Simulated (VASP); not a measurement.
# CsTaS2 (P-6m2) in VASP: settings compared

Aim: see how the results for CsTaS2 move with the level of theory and the settings. Levels: PBE, PBE+D2. Tasks: relaxation of cell and atoms.

All numbers are computed with VASP 6.6.1; they aren't measurements. Logs are shortened: lines on timing, memory, paths and dates and some standing lists are left out, and cuts for length are marked.

**1. Starting point**

The structure is hexagonal, space group P-6m2 (No. 187). Conventional cell: a = 3.542 Å, b = 3.542 Å, c = 8.268 Å, α = 90.00°, β = 90.00°, γ = 120.00°. Cs (site symmetry -6m2) is surrounded by 6 S at 3.33 Å and 6 Cs at 3.54 Å. Ta (site symmetry -6m2) is surrounded by 6 S at 2.54 Å. Around S (site symmetry 3m) lie 3 Ta at 2.54 Å.

The cell was built by a generator and needn't be a form met in nature.

**2. Relaxation of cell and atoms, PBE**

INCAR reads:

```
SYSTEM = CsTaS2
PREC     = Accurate       ! precision mode
ENCUT    = 600            ! plane-wave cutoff, eV
EDIFF    = 1E-6           ! SCF threshold, eV
ISMEAR   = -1             ! smearing method
SIGMA    = 0.05           ! smearing width, eV
LREAL    = .False.        ! projectors in reciprocal space
LASPH    = .True.         ! aspherical terms in the spheres
NELM     = 100            ! most SCF steps
ALGO     = Normal         ! electronic algorithm
ISIF     = 3              ! what is computed and relaxed
LWAVE    = .False.        ! write WAVECAR
LCHARG   = .False.        ! write CHGCAR
GGA      = PE             ! functional
IBRION   = 2              ! ionic algorithm
NSW      = 40             ! ionic steps
EDIFFG   = -0.01          ! ionic threshold
```

KPOINTS reads:

```
regular mesh
0
Gamma
  7 7 3
  0 0 0
```

POSCAR reads:

```
CsTaS2
1.0
    3.5423800000      0.0000000000      0.0000000000
   -1.7711900000      3.0677900000      0.0000000000
    0.0000000000      0.0000000000      8.2684800000
Cs Ta S
1 1 2
Direct
    0.0000000000      0.0000000000      0.5000000000
    0.3333300000      0.6666700000      0.0000000000
    0.6666700000      0.3333300000      0.1817700000
    0.6666700000      0.3333300000      0.8182300000
```

Potentials or basis: VASP PAW PBE potentials, release 64 (Cs_sv, Ta_pv, S).

Command:

```console
cat potpaw_PBE.64/Cs_sv/POTCAR potpaw_PBE.64/Ta_pv/POTCAR potpaw_PBE.64/S/POTCAR > POTCAR
mpirun -np 1 vasp_std > vasp.out
```

OUTCAR:

```text
SYSTEM = CsTaS2
   PREC = Accurate
   ENCUT = 600
   EDIFF = 1E-6
   ISMEAR = -1
   LREAL = .False.
   LASPH = .True.
   NELM = 100
   ISIF = 3
   GGA = PE
   IBRION = 2
   NSW = 40
   EDIFFG = -0.01

 ion  position               nearest neighbor table
   1  0.000  0.000  0.500-
   2  0.333  0.667  0.000-   3 2.54   4 2.54   3 2.54   4 2.54   3 2.54   4 2.54
   3  0.667  0.333  0.182-   2 2.54   2 2.54   2 2.54
   4  0.667  0.333  0.818-   2 2.54   2 2.54   2 2.54

  LATTYP: Found a hexagonal cell.
 ALAT       =     3.5423800000
 C/A-ratio  =     2.3341595199

  Lattice vectors:

 A1 = (   3.5423800000,   0.0000000000,   0.0000000000)
 A2 = (  -1.7711900000,   3.0677900000,   0.0000000000)
 A3 = (   0.0000000000,   0.0000000000,   8.2684800000)

Analysis of symmetry for initial positions (statically):
=====================================================================
 Subroutine PRICEL returns:
 Original cell was already a primitive cell.

 Routine SETGRP: Setting up the symmetry group for a
 hexagonal supercell.

 Subroutine GETGRP returns: Found  4 space group operations
 (whereof  4 operations were pure point group operations)
 out of a pool of 24 trial point group operations.

The static configuration has the point symmetry C_2v.

Analysis of symmetry for dynamics (positions and initial velocities):
=====================================================================
 Subroutine PRICEL returns:
 Original cell was already a primitive cell.

 Routine SETGRP: Setting up the symmetry group for a
 hexagonal supercell.

 Subroutine GETGRP returns: Found  4 space group operations
 (whereof  4 operations were pure point group operations)
 out of a pool of 24 trial point group operations.

The dynamic configuration has the point symmetry C_2v.

 Subroutine INISYM returns: Found  4 space group operations
 (whereof  4 operations are pure point group operations),
 and found     1 'primitive' translations

----------------------------------------------------------------------------------------

                                     Primitive cell

  volume of cell :      89.8559

  direct lattice vectors                    reciprocal lattice vectors
     3.542380000  0.000000000  0.000000000     0.282296083  0.162983777  0.000000000
    -1.771190000  3.067790000  0.000000000     0.000000000  0.325967553  0.000000000
     0.000000000  0.000000000  8.268480000     0.000000000  0.000000000  0.120941213

  length of vectors
     3.542380000  3.542379073  8.268480000     0.325967468  0.325967553  0.120941213

  position of ions in fractional coordinates (direct lattice)
     0.000000000  0.000000000  0.500000000
     0.333330000  0.666670000  0.000000000
     0.666670000  0.333330000  0.181770000
     0.666670000  0.333330000  0.818230000

  ion indices of the primitive-cell ions
   primitive index   ion index
                 1           1
                 2           2
                 3           3
                 4           4

----------------------------------------------------------------------------------------

 KPOINTS: regular mesh

Automatic generation of k-mesh.
 Grid dimensions read from file:
 generate k-points for:    7    7    3

 Generating k-lattice:

  Cartesian coordinates                     Fractional coordinates (reciprocal lattice)
     0.040328012  0.023283397  0.000000000     0.142857143  0.000000000  0.000000000
     0.000000000  0.046566793  0.000000000     0.000000000  0.142857143  0.000000000
     0.000000000  0.000000000  0.040313738     0.000000000  0.000000000  0.333333333

  Length of vectors
     0.046566781  0.046566793  0.040313738

  Shift w.r.t. Gamma in fractional coordinates (k-lattice)
     0.000000000  0.000000000  0.000000000

 Subroutine IBZKPT returns following result:
 ===========================================

 Found     32 irreducible k-points:

 Following reciprocal coordinates:
            Coordinates               Weight
  0.000000  0.000000  0.000000      1.000000
  0.142857  0.000000  0.000000      4.000000
 -0.142857  0.142857  0.000000      2.000000
  0.285714  0.000000  0.000000      4.000000
 -0.285714  0.285714  0.000000      2.000000
  0.428571  0.000000  0.000000      4.000000
[... 16 lines left out ...]
 -0.428571  0.428571  0.333333      4.000000
  0.142857  0.142857  0.333333      4.000000
 [... further k-points ...]
   k-points           NKPTS =     32   k-points in BZ     NKDIM =     32   number of bands    NBANDS=     20
   number of dos      NEDOS =    301   number of ions     NIONS =      4
   total plane-waves  NPLWV =  54880
   dimension x,y,z NGX =    28 NGY =   28 NGZ =   70
   dimension x,y,z NGXF=    56 NGYF=   56 NGZF=  140
   ions per type =               1   1   2
   NGX,Y,Z   is equivalent  to a cutoff of  13.14, 13.14, 14.07 a.u.
   NGXF,Y,Z  is equivalent  to a cutoff of  26.28, 26.28, 28.15 a.u.
 SYSTEM =  CsTaS2
   PREC   = accura    normal or accurate (medium, high low for compatibility)
   ISTART =      0    job   : 0-new  1-cont  2-samecut
   ICHARG =      2    charge: 1-file 2-atom 10-const
   ISPIN  =      1    spin polarized calculation?
   LNONCOLLINEAR =      F non collinear calculations
   LSORBIT =      F    spin-orbit coupling
   LASPH  =      T    aspherical Exc in radial PAW
   ENCUT  =  600.0 eV  44.10 Ry    6.64 a.u.   7.08  7.08 16.51*2*pi/ulx,y,z
   NELM   =    100;   NELMIN=  2; NELMDL= -5     # of ELM steps
   EDIFF  = 0.1E-05   stopping-criterion for ELM
   LREAL  =      F    real-space projection
   EDIFFG = -.1E-01   stopping-criterion for IOM
   NSW    =     40    number of steps for IOM
   IBRION =      2    ionic relax: 0-MD 1-quasi-New 2-CG
   NFREE  =      1    steps in history (QN), initial steepest desc. (CG)
   ISIF   =      3    stress and relaxation
   ISYM   =      2    0-nonsym 1-usesym 2-fastsym
   POTIM  = 0.5000    time-step for ionic-motion
   TEBEG  =    0.0;   TEEND  =   0.0 temperature during run
   PSTRESS=    0.0 pullay stress
   NELECT =      32.0000    total number of electrons
   NUPDOWN=      -1.0000    fix difference up-down
   EMIN   =  10.00;   EMAX   =-10.00  energy-range for DOS
   EFERMI =   0.00;   METHOD = LEGACY
   ISMEAR =    -1;   SIGMA  =   0.05  broadening in eV -4-tet -1-fermi 0-gaus
   EFERMI_NEDOS =   21; number of points for ismear=-14 and -15
   IALGO  =     38    algorithm
   IMIX   =      4    mixing-type and parameters
     AMIX     =   0.40;   BMIX     =  1.00
     AMIX_MAG =   1.60;   BMIX_MAG =  1.00
  volume/ion in A,a.u.               =      22.46       151.59
  Fermi-wavevector in a.u.,A,eV,Ry     =   1.160404  2.192846 18.320764  1.346538
  Thomas-Fermi vector in A             =   2.296987
   LORBIT       =      0    0 simple, 1 ext, 2 COOP (PROOUT), +10 PAW based schemes
   GGA     = PE    functional components
   LHFCALC =     F    Hartree Fock is set to
   AEXX    =    0.0000 exact exchange contribution
   IVDW    =     0    specifies the selected vdW correction
   LEPSILON=     F    determine dielectric tensor
   LRPA    =     F    only Hartree local field effects (RPA)
 conjugate gradient relaxation of ions
 non-spin polarized calculation
  energy-cutoff  :      600.00
  volume of cell :       89.86
 maximum number of plane-waves:      3033
   NGX = 15   NGY = 15   NGZ = 33

--------------------------------------- Ionic step        1  -------------------------------------------

 number of electron      31.9999999 magnetization

 Free energy of the ion-electron system (eV)
  ---------------------------------------------------
  ext. energy  EPLUGINS =         0.00000000
  ---------------------------------------------------
  free energy    TOTEN  =       -24.90629745 eV

  energy without entropy =      -24.90496799  energy(sigma->0) =      -24.90563272

------------------------ aborting loop because EDIFF is reached ----------------------------------------

  FORCE on cell =-STRESS in cart. coord.  units (eV):
  Direction    XX          YY          ZZ          XY          YZ          ZX
  --------------------------------------------------------------------------------------
  -------------------------------------------------------------------------------------
  Total        0.1055669      0.1057544      0.1209887      0.0001624      0.0000000      0.0000000
  in kB        1.8823141      1.8856563      2.1572919      0.0028956      0.0000000      0.0000000
  external PRESSURE =       1.9750874 kB  Pullay stress =       0.0000000 kB
[... 99 lines left out ...]
  energy  without entropy=      -24.9051908304  energy(sigma->0) =      -24.90586302

--------------------------------------- Ionic step        4  -------------------------------------------

 number of electron      31.9999998 magnetization

 Free energy of the ion-electron system (eV)
  ---------------------------------------------------
  ext. energy  EPLUGINS =         0.00000000
  ---------------------------------------------------
  free energy    TOTEN  =       -24.90666130 eV

  energy without entropy =      -24.90520163  energy(sigma->0) =      -24.90593147

 E-fermi :   6.4915     XC(G=0): -10.3149

 val. band max:        6.3978817544   @ k =   0.0000   0.0000   0.3333
 cond. band min:       6.6870266821   @ k =  -0.4286   0.4286   0.3333
 fundamental gap:      0.2891449277
 Fermi energy:         6.4914980564

 k-point     1 :       0.0000    0.0000    0.0000
  band No.  band energies     occupation
      1     -29.1820      2.00000
      2     -29.1324      2.00000
      3     -29.1323      2.00000
      4     -18.0553      2.00000
      5      -8.7875      2.00000
      6      -7.7777      2.00000
[... 12 lines left out ...]
     19       7.8189      0.00000
[... 513 lines left out ...]
      4     -17.7577      2.00000
      5      -8.3470      2.00000
      6      -7.3281      2.00000
[... 12 lines left out ...]
     19       8.1412      0.00000
     20       8.5087      0.00000

 [... further k-points ...]
[... 5 lines left out ...]
  --------------------------------------------------------------------------------------
  -------------------------------------------------------------------------------------
  Total       -0.0208843     -0.0211047      0.0243918     -0.0001909      0.0000000      0.0000000
  in kB       -0.3709456     -0.3748597      0.4332453     -0.0033899      0.0000000      0.0000000
  external PRESSURE =      -0.1041866 kB  Pullay stress =       0.0000000 kB
[... 19 lines left out ...]
  FREE ENERGIE OF THE ION-ELECTRON SYSTEM (eV)
  ---------------------------------------------------
  free  energy   TOTEN  =       -24.9066612995 eV

  energy  without entropy=      -24.9052016318  energy(sigma->0) =      -24.90593147

 reached required accuracy - stopping structural energy minimisation
```

Wall time 3.2 min (1 thread of AMD EPYC 7R43 (Zen 3), shared host); peak memory 0.23 GiB.

What came out:

- Free energy: -24.9067 eV
- Relaxed volume: 22.55 Å³/atom
- Relaxed cell: a = 3.547 Å, b = 3.547 Å, c = 8.281 Å, α = 90.00°, β = 90.00°, γ = 120.00°
- Space group after relaxing (to 0.05 Å): P-6m2 (No. 187)
- Energy gained by relaxing: 0.1 meV/atom
- Ionic steps: 4
- Pressure after relaxing: 0.0 GPa
- Band gap on the k mesh: 0.29 eV, indirect (least direct gap 0.79 eV)

The path:
| step | energy change (eV) | largest force (eV/Å) | pressure (GPa) | volume (Å³) |
| --- | --- | --- | --- | --- |
| 1 | 0.0000 | 0.0350 | 0.20 | 89.86 |
| 2 | -0.0002 | 0.0446 | -0.11 | 90.22 |
| 3 | -0.0002 | 0.0432 | -0.08 | 90.16 |
| 4 | -0.0004 | 0.0012 | -0.01 | 90.20 |

Final structure:
```
Cs Ta S
1.0
     3.54653    0.00001    0.00000
    -1.77326    3.07139    0.00000
     0.00000    0.00000    8.28098
Cs Ta S
1 1 2
Direct
  0.00000 0.00000 0.50000
  0.33334 0.66666 0.00000
  0.66667 0.33333 0.18125
  0.66667 0.33333 0.81875
```

Caveat: spin-orbit coupling is left out, which moves the levels of the heavy elements; an odd mesh through Γ misses points on the zone boundary, where band edges often lie. Expect the measured gap to be larger: semilocal functionals such as PBE lack the derivative discontinuity.

**3. Relaxation of cell and atoms, PBE+D2**

Changes to INCAR since step 2:

```diff
@@ -14,2 +14,3 @@
 GGA      = PE             ! functional
+IVDW     = 1              ! dispersion correction
 IBRION   = 2              ! ionic algorithm
```

KPOINTS is that of step 2.

POSCAR is that of step 2.

Potentials or basis: VASP PAW PBE potentials, release 64 (Cs_sv, Ta_pv, S).

Command:

```console
cat potpaw_PBE.64/Cs_sv/POTCAR potpaw_PBE.64/Ta_pv/POTCAR potpaw_PBE.64/S/POTCAR > POTCAR
mpirun -np 1 vasp_std > vasp.out
```

It took 6.9 min on 1 thread of AMD EPYC 7R43 (Zen 3), shared host; peak memory 0.23 GiB.

Results (log left out):

| Property | Result |
| --- | --- |
| Free energy | -29.9558 eV |
| Relaxed volume | 21.81 Å³/atom |
| Relaxed cell | a = 3.613 Å, b = 3.613 Å, c = 7.716 Å, α = 90.00°, β = 90.00°, γ = 120.00° |
| Space group after relaxing (to 0.05 Å) | P-6m2 (No. 187) |
| Energy gained by relaxing | 44.2 meV/atom |
| Ionic steps | 9 |
| Pressure after relaxing | 0.0 GPa |
| Band gap on the k mesh | 0.40 eV, indirect (least direct gap 1.17 eV) |
| Dispersion energy per atom | -1.313 eV |

Forces on the atoms (eV/Å):
```
Cs   0.000  0.000  0.000
Ta   0.000  0.000  0.000
S    0.000  0.000 -0.003
S    0.000  0.000  0.003
```

Step by step:
| step | energy change (eV) | largest force (eV/Å) | pressure (GPa) | volume (Å³) |
| --- | --- | --- | --- | --- |
| 1 | 0.0000 | 0.3852 | 0.18 | 89.86 |
| 2 | -0.1467 | 0.4254 | -1.66 | 90.00 |
| 3 | -0.1504 | 0.3015 | -1.38 | 90.00 |
| 4 | -0.1653 | 0.4083 | 0.85 | 87.59 |
| 5 | -0.1653 | 0.4068 | 0.88 | 87.61 |
| 6 | -0.1759 | 0.1104 | 0.32 | 87.24 |
| 7 | -0.1768 | 0.0044 | 0.13 | 87.11 |
| 8 | -0.1768 | 0.0031 | 0.11 | 87.10 |
| 9 | -0.1768 | 0.0028 | -0.05 | 87.25 |

Final structure:
```yaml
crystal:
  lattice:
    - [3.61345, 0.00000, 0.00000]
    - [-1.80673, 3.12934, 0.00000]
    - [0.00000, 0.00000, 7.71605]
  atoms:
    - { symbol: Cs, position: [0.00000, 0.00000, 0.50000] }
    - { symbol: Ta, position: [0.33333, 0.66667, 0.00000] }
    - { symbol: S, position: [0.66667, 0.33333, 0.18498] }
    - { symbol: S, position: [0.66667, 0.33333, 0.81502] }
```

Levels at points of the mesh, in eV from the valence-band top:
```
           k point  band 12  band 13  band 14  band 15  band 16  band 17  band 18  band 19  band 20
(0.00, 0.00, 0.00)    -4.64    -3.52    -3.52    -1.87    -0.32     1.08     1.08     1.34     1.36
```

Caveat: spin-orbit coupling is left out, which moves the levels of the heavy elements; an odd mesh through Γ misses points on the zone boundary, where band edges often lie. Expect the measured gap to be larger: semilocal functionals such as PBE lack the derivative discontinuity.
